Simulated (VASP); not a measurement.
Input:

```
SnO
1.0
    3.95117     0.00000     0.00000
    0.00000     3.95117     0.00000
    0.00000     0.00000     5.50424
Sn O
2 2
Direct
  0.50000   0.00000   0.78586
  0.00000   0.50000   0.21414
  0.50000   0.50000   0.00000
  0.00000   0.00000   0.00000
```

Computed with RPBE GGA, VASP's PBE PAW potentials (set 64) (plane waves; VASP). Numerical set-up: 520 eV cut-off, 6×6×4 Γ-centred mesh, Gaussian smearing of 0.050 eV, potentials Sn_d O.

Without a dispersion term in the relaxation, distances and binding between the weakly bound layers, chains or molecules are unreliable, and so is what depends on them.

The ions and cell shape at fixed volume are relaxed. Give the cell that the relaxation ends in.

```
SnO
1.0
    3.91647     0.00000     0.00000
    0.00000     3.91647     0.00000
    0.00000     0.00000     5.60219
Sn O
2 2
Direct
  0.50000   0.00000   0.79144
  0.00000   0.50000   0.20856
  0.50000   0.50000   0.00000
  0.00000   0.00000   0.00000
```
Space group P4/nmm (129), at a tolerance of 0.03 Å.

How much energy does the relaxation gain?

The energy (σ→0) changes by -3.5 meV/atom, in 5 ionic steps.

The compound is SnO in the litharge structure. This cell is one point of a volume scan, at 1.03 of the reference volume. Symmetry was kept, so distortions that lower it aren't found.
